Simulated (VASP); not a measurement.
# Sb2TeO2 (I4/mmm) in VASP: notebook, part 2 of 2

VASP 6.6.1. The steps go on from the part before.

**3. Relaxation of cell and atoms, PBE**

This run uses another cell than the first one, of 19.05 Å³/atom, 1.004 times its volume.

Contents of INCAR:

```
SYSTEM = Sb2TeO2
ALGO = Normal
EDIFF = 1E-7
EDIFFG = -0.005
ENCUT = 520
GGA = PE
IBRION = 2
ISIF = 3
ISMEAR = 0
KPAR = 4
LASPH = .TRUE.
LCHARG = .FALSE.
LREAL = .FALSE.
LWAVE = .FALSE.
NELM = 120
NSW = 60
POTIM = 0.3
PREC = Accurate
SIGMA = 0.1
```

Contents of KPOINTS:

```
k-points
0
G
  10 10 10
  0 0 0
```

Contents of POSCAR:

```
Sb2TeO2                                 
1.0
   -1.9481664073      1.9481664073      6.2754195236
    1.9481664073     -1.9481664073      6.2754195236
    1.9481664073      1.9481664073     -6.2754195236
  Sb              Te              O             
     2     1     2
Direct
     0.6539105251499329    0.6539105251499329    0.0000000000000000
     0.3460894748500671    0.3460894748500671    0.0000000000000000
     0.0000000000000000    0.0000000000000000    0.0000000000000000
     0.2500000000000000    0.7500000000000000    0.5000000000000000
     0.7500000000000000    0.2500000000000000    0.5000000000000000
```

Potentials or basis: VASP PAW PBE potentials, release 64 (Sb, Te, O).

Launch:

```
cat potpaw_PBE.64/Sb/POTCAR potpaw_PBE.64/Te/POTCAR potpaw_PBE.64/O/POTCAR > POTCAR
mpirun -np 4 vasp_std > vasp.out
```

OUTCAR:

```text
SYSTEM = Sb2TeO2
   EDIFF = 1E-7
   EDIFFG = -0.005
   ENCUT = 520
   GGA = PE
   IBRION = 2
   ISIF = 3
   ISMEAR = 0
   LASPH = .TRUE.
   LREAL = .FALSE.
   NELM = 120
   NSW = 60
   POTIM = 0.3
   PREC = Accurate

 ion  position               nearest neighbor table
   1  0.654  0.654  0.000-   4 2.29   5 2.29   4 2.29   5 2.29   3 3.36   3 3.36   3 3.36   3 3.36
                             2 3.66   2 3.66   2 3.66   2 3.66
   2  0.346  0.346  0.000-   4 2.29   5 2.29   4 2.29   5 2.29   3 3.36   3 3.36   3 3.36   3 3.36
                             1 3.66   1 3.66   1 3.66   1 3.66
   3  0.000  0.000  0.000-   1 3.36   1 3.36   1 3.36   2 3.36   2 3.36   2 3.36   1 3.36   2 3.36

   4  0.250  0.750  0.500-   2 2.29   1 2.29   2 2.29   1 2.29
   5  0.750  0.250  0.500-   2 2.29   1 2.29   2 2.29   1 2.29

  LATTYP: Found a body centered tetragonal cell.
 ALAT       =     3.8963328146
 C/A-ratio  =     3.2211927585

  Lattice vectors:

 A1 = (  -1.9481664073,   1.9481664073,   6.2754195236)
 A2 = (   1.9481664073,  -1.9481664073,   6.2754195236)
 A3 = (   1.9481664073,   1.9481664073,  -6.2754195236)

Analysis of symmetry for initial positions (statically):
=====================================================================
 Subroutine PRICEL returns:
 Original cell was already a primitive cell.

 Routine SETGRP: Setting up the symmetry group for a
 body centered tetragonal supercell.

 Subroutine GETGRP returns: Found 16 space group operations
 (whereof 16 operations were pure point group operations)
 out of a pool of 16 trial point group operations.

The static configuration has the point symmetry D_4h.

Analysis of symmetry for dynamics (positions and initial velocities):
=====================================================================
 Subroutine PRICEL returns:
 Original cell was already a primitive cell.

 Routine SETGRP: Setting up the symmetry group for a
 body centered tetragonal supercell.

[... 130 lines left out ...]
     AMIX_MAG =   1.60;   BMIX_MAG =  1.00
  volume/ion in A,a.u.               =      19.05       128.58
  Fermi-wavevector in a.u.,A,eV,Ry     =   1.088452  2.056876 16.119195  1.184727
  Thomas-Fermi vector in A             =   2.224634
   LORBIT       =      0    0 simple, 1 ext, 2 COOP (PROOUT), +10 PAW based schemes
   GGA     = PE    functional components
   LHFCALC =     F    Hartree Fock is set to
   AEXX    =    0.0000 exact exchange contribution
   IVDW    =     0    specifies the selected vdW correction
   LEPSILON=     F    determine dielectric tensor
   LRPA    =     F    only Hartree local field effects (RPA)
 conjugate gradient relaxation of ions
 non-spin polarized calculation
 Gauss-broadening in eV      SIGMA  =   0.10
  energy-cutoff  :      520.00
  volume of cell :       95.27
 maximum number of plane-waves:      2591
 NGX is ok and might be reduce to    54
   NGX = 25   NGY = 25   NGZ = 25

 number of electron      28.0000001 magnetization

 Free energy of the ion-electron system (eV)
  ---------------------------------------------------
  ext. energy  EPLUGINS =         0.00000000
  ---------------------------------------------------
  free energy    TOTEN  =       -25.24557881 eV

  energy without entropy =      -25.24316976  energy(sigma->0) =      -25.24437429

 E-fermi :   8.0483     XC(G=0): -10.3760

 val. band max:        8.0139131109   @ k =  -0.2000  -0.2000   0.2000
 cond. band min:       8.0787999584   @ k =  -0.2000   0.3000   0.2000
 fundamental gap:      0.0648868475
 Fermi energy:         8.0482543010

 k-point     1 :       0.0000    0.0000    0.0000
  band No.  band energies     occupation
      1     -12.4537      2.00000
      2     -10.4445      2.00000
      3      -3.8253      2.00000
      4      -2.5067      2.00000
      5       1.1591      2.00000
      6       1.1591      2.00000
[... 481 lines left out ...]
      5      -1.9444      2.00000
      6       1.3050      2.00000
[... 10 lines left out ...]
     17      10.4831      0.00000
     18      11.7368      0.00000

 [... further k-points ...]
[... 5 lines left out ...]
  --------------------------------------------------------------------------------------
  -------------------------------------------------------------------------------------
  Total       -0.0098563     -0.0098563     -0.0114883      0.0000000      0.0000000     -0.0000000
  in kB       -0.1657567     -0.1657567     -0.1932020      0.0000000      0.0000000     -0.0000000
  external PRESSURE =      -0.1749051 kB  Pullay stress =       0.0000000 kB

 VOLUME and BASIS-vectors are now :
 -----------------------------------------------------------------------------
  energy-cutoff  :      520.00
  volume of cell :       95.27
      direct lattice vectors                 reciprocal lattice vectors
    -1.948166407  1.948166407  6.275419524     0.000000000  0.256651587  0.079675948
     1.948166407 -1.948166407  6.275419524     0.256651587  0.000000000  0.079675948
     1.948166407  1.948166407 -6.275419524     0.256651587  0.256651587  0.000000000

 POSITION                                       TOTAL-FORCE (eV/Angst)
 -----------------------------------------------------------------------------------
      0.00000      0.00000      8.20713        -0.000000     -0.000000     -0.002234
      0.00000      0.00000      4.34371         0.000000      0.000000      0.002234
      0.00000      0.00000      0.00000        -0.000000     -0.000000     -0.000000
      1.94817      0.00000      3.13771        -0.000000     -0.000000     -0.000000
      0.00000      1.94817      3.13771        -0.000000     -0.000000     -0.000000
 -----------------------------------------------------------------------------------
    total drift:                               -0.000000      0.000000      0.000000

  FREE ENERGIE OF THE ION-ELECTRON SYSTEM (eV)
  ---------------------------------------------------
  free  energy   TOTEN  =       -25.2455788148 eV

  energy  without entropy=      -25.2431697628  energy(sigma->0) =      -25.24437429

 reached required accuracy - stopping structural energy minimisation
```

CONTCAR:

```text
Sb2TeO2
   1.00000000000000
    -1.9481664073000000    1.9481664073000000    6.2754195236000001
     1.9481664073000000   -1.9481664073000000    6.2754195236000001
     1.9481664073000000    1.9481664073000000   -6.2754195236000001
  Sb              Te              O
     2     1     2
Direct
     0.6539105251499322    0.6539105251499322    0.0000000000000000
     0.3460894748500678    0.3460894748500678    0.0000000000000000
     0.0000000000000000    0.0000000000000000    0.0000000000000000
     0.2500000000000000    0.7500000000000000    0.5000000000000000
     0.7500000000000000    0.2500000000000000    0.5000000000000000

  0.00000000E+00  0.00000000E+00  0.00000000E+00
  0.00000000E+00  0.00000000E+00  0.00000000E+00
  0.00000000E+00  0.00000000E+00  0.00000000E+00
  0.00000000E+00  0.00000000E+00  0.00000000E+00
  0.00000000E+00  0.00000000E+00  0.00000000E+00
```

Run time: 94 s. Hardware: 4 MPI ranks of Intel Xeon 6975P-C (Granite Rapids), shared host; peak memory 0.5 GiB.

What came out:

| Property | Result |
| --- | --- |
| Free energy | -25.2456 eV |
| Pressure after relaxing | 0.0 GPa |
| Band gap on the k mesh | none (metal or under the smearing width) |

Forces in eV/Å, atoms in the order of the input:
```
Sb   0.000  0.000 -0.002
Sb   0.000  0.000  0.002
Te   0.000  0.000  0.000
O    0.000  0.000  0.000
O    0.000  0.000  0.000
```

Final structure:
```xyz
5
Lattice="-1.9482 1.9482 6.2754 1.9482 -1.9482 6.2754 1.9482 1.9482 -6.2754" Properties=species:S:1:pos:R:3 pbc="T T T"
Sb    0.0000    0.0000    8.2071
Sb    0.0000    0.0000    4.3437
Te    0.0000    0.0000    0.0000
O     1.9482    0.0000    3.1377
O     0.0000    1.9482    3.1377
```

Caveat: the relaxation stopped at its first step, so nothing moved. Spin-orbit coupling is left out, which matters for the levels of Sb, Te.

**4. Single point, r2SCAN**

This run uses another cell than the first one, of 19.05 Å³/atom, 1.004 times its volume.

Contents of INCAR:

```
  ALGO = Normal
  EDIFF = 1E-6
  ENCUT = 520
  ISIF = 2
  ISMEAR = 0
  KPAR = 4
  LASPH = T
  LCHARG = F
  LMIXTAU = T
  LREAL = F
  LWAVE = F
  METAGGA = R2SCAN
  NELM = 150
  PREC = Accurate
  SIGMA = 0.1
```

Contents of KPOINTS:

```
k-points
0
Gamma
  10 10 10
```

POSCAR, as its differences from that of step 3:

```diff
@@ -8,4 +8,4 @@
 Direct
-     0.6539105251499329    0.6539105251499329    0.0000000000000000
-     0.3460894748500671    0.3460894748500671    0.0000000000000000
+     0.6539105251499322    0.6539105251499322    0.0000000000000000
+     0.3460894748500678    0.3460894748500678    0.0000000000000000
      0.0000000000000000    0.0000000000000000    0.0000000000000000
```

Potentials or basis: VASP PAW PBE potentials, release 64 (Sb, Te, O).

Launch:

```
cat potpaw_PBE.64/Sb/POTCAR potpaw_PBE.64/Te/POTCAR potpaw_PBE.64/O/POTCAR > POTCAR
mpirun -np 4 vasp_std > vasp.out
```

OUTCAR:

```text
EDIFF = 1E-6
   ENCUT = 520
   ISIF = 2
   ISMEAR = 0
   LASPH = T
   LREAL = F
   METAGGA = R2SCAN
   NELM = 150
   PREC = Accurate

 ion  position               nearest neighbor table
   1  0.654  0.654  0.000-   4 2.29   5 2.29   4 2.29   5 2.29   3 3.36   3 3.36   3 3.36   3 3.36
                             2 3.66   2 3.66   2 3.66   2 3.66
   2  0.346  0.346  0.000-   4 2.29   5 2.29   4 2.29   5 2.29   3 3.36   3 3.36   3 3.36   3 3.36
                             1 3.66   1 3.66   1 3.66   1 3.66
   3  0.000  0.000  0.000-   1 3.36   1 3.36   1 3.36   2 3.36   2 3.36   2 3.36   1 3.36   2 3.36

   4  0.250  0.750  0.500-   2 2.29   1 2.29   2 2.29   1 2.29
   5  0.750  0.250  0.500-   2 2.29   1 2.29   2 2.29   1 2.29

  LATTYP: Found a body centered tetragonal cell.
 ALAT       =     3.8963328146
 C/A-ratio  =     3.2211927585

  Lattice vectors:

 A1 = (  -1.9481664073,   1.9481664073,   6.2754195236)
 A2 = (   1.9481664073,  -1.9481664073,   6.2754195236)
 A3 = (   1.9481664073,   1.9481664073,  -6.2754195236)

Analysis of symmetry for initial positions (statically):
=====================================================================
 Subroutine PRICEL returns:
 Original cell was already a primitive cell.

 Routine SETGRP: Setting up the symmetry group for a
 body centered tetragonal supercell.

 Subroutine GETGRP returns: Found 16 space group operations
 (whereof 16 operations were pure point group operations)
 out of a pool of 16 trial point group operations.

The static configuration has the point symmetry D_4h.

Analysis of symmetry for dynamics (positions and initial velocities):
=====================================================================
 Subroutine PRICEL returns:
 Original cell was already a primitive cell.

 Routine SETGRP: Setting up the symmetry group for a
 body centered tetragonal supercell.

 Subroutine GETGRP returns: Found 16 space group operations
 (whereof 16 operations were pure point group operations)
 out of a pool of 16 trial point group operations.
[... 125 lines left out ...]
   IMIX   =      4    mixing-type and parameters
     AMIX     =   0.40;   BMIX     =  1.00
     AMIX_MAG =   1.60;   BMIX_MAG =  1.00
  volume/ion in A,a.u.               =      19.05       128.58
  Fermi-wavevector in a.u.,A,eV,Ry     =   1.088452  2.056876 16.119195  1.184727
  Thomas-Fermi vector in A             =   2.224634
   LORBIT       =      0    0 simple, 1 ext, 2 COOP (PROOUT), +10 PAW based schemes
   METAGGA = R2SCAN    functional components
   LHFCALC =     F    Hartree Fock is set to
   AEXX    =    0.0000 exact exchange contribution
   IVDW    =     0    specifies the selected vdW correction
   LEPSILON=     F    determine dielectric tensor
   LRPA    =     F    only Hartree local field effects (RPA)
 non-spin polarized calculation
 Gauss-broadening in eV      SIGMA  =   0.10
  energy-cutoff  :      520.00
  volume of cell :       95.27
 maximum number of plane-waves:      2591
 NGX is ok and might be reduce to    54
   NGX = 25   NGY = 25   NGZ = 25

 number of electron      28.0000001 magnetization

 Free energy of the ion-electron system (eV)
  ---------------------------------------------------
  ext. energy  EPLUGINS =         0.00000000
  ---------------------------------------------------
  free energy    TOTEN  =       -92.78370488 eV

  energy without entropy =      -92.78213619  energy(sigma->0) =      -92.78292053

 E-fermi :   7.9554     XC(G=0): -10.8395

 val. band max:        7.9373338747   @ k =   0.5000   0.0000   0.0000
 cond. band min:       7.9581864738   @ k =  -0.1000  -0.1000   0.1000
 fundamental gap:      0.0208525992
 Fermi energy:         7.9554269319

 k-point     1 :       0.0000    0.0000    0.0000
  band No.  band energies     occupation
      1     -13.8165      2.00000
      2     -11.8587      2.00000
      3      -4.3846      2.00000
      4      -2.9530      2.00000
      5       0.6933      2.00000
      6       0.6933      2.00000
[... 481 lines left out ...]
      5      -2.3788      2.00000
      6       0.9034      2.00000
[... 10 lines left out ...]
     17      10.6112      0.00000
     18      11.9301      0.00000

 [... further k-points ...]
[... 5 lines left out ...]
  --------------------------------------------------------------------------------------
  -------------------------------------------------------------------------------------
  Total       -1.6873211     -1.6873211     -1.4455921      0.0000000      0.0000000     -0.0000000
  in kB      -28.3761496    -28.3761496    -24.3109250      0.0000000      0.0000000     -0.0000000
  external PRESSURE =     -27.0210747 kB  Pullay stress =       0.0000000 kB

 VOLUME and BASIS-vectors are now :
 -----------------------------------------------------------------------------
  energy-cutoff  :      520.00
  volume of cell :       95.27
      direct lattice vectors                 reciprocal lattice vectors
    -1.948166407  1.948166407  6.275419524     0.000000000  0.256651587  0.079675948
     1.948166407 -1.948166407  6.275419524     0.256651587  0.000000000  0.079675948
     1.948166407  1.948166407 -6.275419524     0.256651587  0.256651587  0.000000000

 POSITION                                       TOTAL-FORCE (eV/Angst)
 -----------------------------------------------------------------------------------
      0.00000      0.00000      8.20713         0.000000      0.000000      0.344153
      0.00000      0.00000      4.34371         0.000000      0.000000     -0.344153
      0.00000      0.00000      0.00000        -0.000000     -0.000000      0.000000
      1.94817      0.00000      3.13771        -0.000000     -0.000000      0.000000
      0.00000      1.94817      3.13771        -0.000000     -0.000000      0.000000
 -----------------------------------------------------------------------------------
    total drift:                               -0.000000      0.000000      0.000000

  FREE ENERGIE OF THE ION-ELECTRON SYSTEM (eV)
  ---------------------------------------------------
  free  energy   TOTEN  =       -92.7837048763 eV

  energy  without entropy=      -92.7821361908  energy(sigma->0) =      -92.78292053
```

stdout:

```text
POSCAR found type information on POSCAR SbTeO
 POSCAR found :  3 types and       5 ions
 scaLAPACK will be used
 -----------------------------------------------------------------------------
|                                                                             |
|                                                                             |
|     You enforced a specific xc type in the INCAR file but a different       |
|     I HOPE YOU KNOW WHAT YOU ARE DOING!                                     |
|                                                                             |
 -----------------------------------------------------------------------------

 LDA part: xc-table for (None), standard interpolation
 POSCAR, INCAR and KPOINTS ok, starting setup
 FFT: planning ... GRIDC
 FFT: planning ... GRID_SOFT
 FFT: planning ... GRID
 WAVECAR not read
 entering main loop
```

Wall time 7.6 min (4 MPI ranks of Intel Xeon 6975P-C (Granite Rapids), shared host); peak memory 0.57 GiB.

What came out:

```
Free energy            : -92.7837 eV
Pressure               : -2.7 GPa
Largest force          : 0.344 eV/Å
Band gap on the k mesh : none (metal or under the smearing width)
```

Forces in eV/Å, atoms in the order of the input:
```
Sb   0.000  0.000  0.344
Sb   0.000  0.000 -0.344
Te   0.000  0.000  0.000
O    0.000  0.000  0.000
O    0.000  0.000  0.000
```

Stress tensor (GPa, compression positive):
```
-2.84  0.00  0.00
 0.00 -2.84  0.00
 0.00  0.00 -2.43
```

Levels at points of the mesh, in eV from the Fermi level:
| k point | band 11 | band 12 | band 13 | band 14 | band 15 | band 16 | band 17 | band 18 |
| --- | --- | --- | --- | --- | --- | --- | --- | --- |
| (0.00, 0.00, 0.00) | -3.08 | -1.81 | -1.51 | -1.51 | -0.07 | 3.25 | 3.59 | 3.59 |
| (0.50, 0.00, 0.00) | -3.52 | -2.24 | -0.64 | -0.02 | 2.16 | 2.42 | 3.13 | 3.28 |
| (0.50, 0.50, 0.00) | -3.38 | -3.38 | -3.00 | -1.60 | -0.37 | 2.28 | 2.69 | 3.01 |
| (0.50, 0.50, 0.50) | -2.92 | -1.06 | -1.01 | -1.01 | 0.52 | 1.67 | 1.67 | 1.85 |

Caveat: the PAW data sets were made with another functional, which shifts forces and pressure a little.
